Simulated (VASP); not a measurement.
Level of theory: PBE GGA, VASP's PBE PAW potentials (set 64) (plane waves; VASP).

VASP ran on this input.

**INCAR**
```
ALGO = Normal
EDIFF = 1E-6
ENCUT = 400
GGA = PE
ISIF = 2
ISMEAR = 0
LASPH = .TRUE.
LCHARG = .FALSE.
LMAXMIX = 6
LREAL = .FALSE.
LWAVE = .FALSE.
NELM = 100
PREC = Accurate
SIGMA = 0.2
SYSTEM = Os
```

KPOINTS:
```
K-points
0
G
 14 14 8
```

File POSCAR:
```
Os
1
    1.3650000000    -2.3642490000     0.0000000000
    1.3650000000     2.3642490000     0.0000000000
    0.0000000000     0.0000000000     4.3200000000
Os
2
Direct
  0.3333330000   0.6666670000   0.2500000000
  0.6666670000   0.3333330000   0.7500000000
```

POTCAR, in this order: Os (PBE.64 set). Program: vasp_std.

Output of the run:

### OSZICAR
```
       N       E                     dE             d eps       ncg     rms          rms(c)
DAV:   1     0.810811686289E+02    0.81081E+02   -0.65896E+03  2880   0.103E+03
DAV:   2    -0.186277961126E+02   -0.99709E+02   -0.89271E+02  3228   0.361E+02
DAV:   3    -0.237851001553E+02   -0.51573E+01   -0.48722E+01  3392   0.694E+01
DAV:   4    -0.238877636592E+02   -0.10266E+00   -0.10184E+00  3124   0.951E+00
DAV:   5    -0.238890333142E+02   -0.12697E-02   -0.12692E-02  3268   0.853E-01    0.237E+01
DAV:   6    -0.228202290347E+02    0.10688E+01   -0.11361E+00  3068   0.973E+00    0.110E+01
DAV:   7    -0.224941878433E+02    0.32604E+00   -0.83662E-01  3240   0.820E+00    0.474E-01
DAV:   8    -0.224884811092E+02    0.57067E-02   -0.75579E-03  2956   0.719E-01    0.293E-01
DAV:   9    -0.224863008664E+02    0.21802E-02   -0.15204E-03  3088   0.461E-01    0.560E-02
DAV:  10    -0.224863368210E+02   -0.35955E-04   -0.63476E-05  3168   0.795E-02    0.101E-02
DAV:  11    -0.224863073319E+02    0.29489E-04   -0.64296E-06  3004   0.301E-02    0.946E-04
DAV:  12    -0.224863067296E+02    0.60232E-06   -0.12415E-07  1512   0.382E-03
   1 F= -.22486307E+02 E0= -.22471974E+02  d E =-.286651E-01
```

**OUTCAR**
```
------------------------ aborting loop because EDIFF is reached ----------------------------------------
  FORCE on cell =-STRESS in cart. coord.  units (eV):
  Direction    XX          YY          ZZ          XY          YZ          ZX
  --------------------------------------------------------------------------------------
  Total        1.8470888      1.8470883      1.5673883     -0.0000000     -0.0000000      0.0000000
  in kB      106.1350309    106.1349992     90.0632440     -0.0000000     -0.0000000      0.0000000
  external PRESSURE =     100.7777580 kB  Pullay stress =       0.0000000 kB
  volume of cell :       27.88
      direct lattice vectors                 reciprocal lattice vectors
     1.365000000 -2.364249000  0.000000000     0.366300366 -0.211483647  0.000000000
     1.365000000  2.364249000  0.000000000     0.366300366  0.211483647  0.000000000
     0.000000000  0.000000000  4.320000000     0.000000000  0.000000000  0.231481481
 POSITION                                       TOTAL-FORCE (eV/Angst)
 -----------------------------------------------------------------------------------
      1.36500      0.78808      1.08000        -0.000000     -0.000000      0.000000
      1.36500     -0.78808      3.24000         0.000000      0.000000      0.000000
 -----------------------------------------------------------------------------------
    total drift:                                0.000000      0.000021     -0.000020
  FREE ENERGIE OF THE ION-ELECTRON SYSTEM (eV)
  ---------------------------------------------------
  free  energy   TOTEN  =       -22.4863067296 eV

  energy  without entropy=      -22.4576416199  energy(sigma->0) =      -22.47197417
```
(Selected blocks of OUTCAR.)

The compound is Os in the hcp structure. The cell was not relaxed at this level. The run is one of a series of settings (ISMEAR = 0, SIGMA = 0.2 against the base run), some of them coarse on purpose.
